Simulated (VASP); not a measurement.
Here is a VASP 6.6.1 calculation.

File INCAR:

```
SYSTEM = TiSi2
PREC     = Accurate       ! precision mode
ENCUT    = 600            ! plane-wave cutoff, eV
EDIFF    = 1E-6           ! SCF threshold, eV
ISMEAR   = 1              ! smearing method
SIGMA    = 0.1            ! smearing width, eV
LREAL    = .FALSE.        ! projectors in reciprocal space
LASPH    = .TRUE.         ! aspherical terms in the spheres
NELM     = 80             ! most SCF steps
ALGO     = Normal         ! electronic algorithm
ISIF     = 3              ! what is computed and relaxed
LWAVE    = .FALSE.        ! write WAVECAR
LCHARG   = .FALSE.        ! write CHGCAR
GGA      = PE             ! functional
IBRION   = 2              ! ionic algorithm
NSW      = 60             ! ionic steps
EDIFFG   = -0.01          ! ionic threshold
```

Contents of KPOINTS:

```
regular mesh
0
G
  12 12 12
  0 0 0
```

POSCAR

```
TiSi2
1.0
    0.0000000000      4.1180000000      4.2615000000
    2.3865000000      0.0000000000      4.2615000000
    2.3865000000      4.1180000000      0.0000000000
Ti Si
2 4
Direct
    0.7500000000      0.7500000000      0.7500000000
    0.5000000000      0.5000000000      0.5000000000
    0.0830000000      0.4170000000      0.0830000000
    0.4170000000      0.0830000000      0.4170000000
    0.1670000000      0.8330000000      0.1670000000
    0.8330000000      0.1670000000      0.8330000000
```

Potentials or basis: VASP PAW PBE potentials, release 64 (Ti_sv, Si).

Launch:

```console
$ cat potpaw_PBE.64/Ti_sv/POTCAR potpaw_PBE.64/Si/POTCAR > POTCAR
$ mpirun -np 1 vasp_std > vasp.out
```

Q: Estimate the relaxed volume.

A: 14.17 Å³/atom.

Q: Estimate the relaxed cell.

A: a = 5.950 Å, b = 4.910 Å, c = 4.780 Å, α = 75.76°, β = 53.11°, γ = 51.13°.

Q: Estimate the space group after relaxing (to 0.05 Å).

A: Fddd (No. 70).

Stress tensor (GPa, compression positive):
```
 0.05  0.00  0.00
 0.00 -0.03  0.00
 0.00  0.00  0.07
```

PBE usually gives volumes a little too large and moduli too small. Zero-point motion and thermal expansion aren't in these numbers.
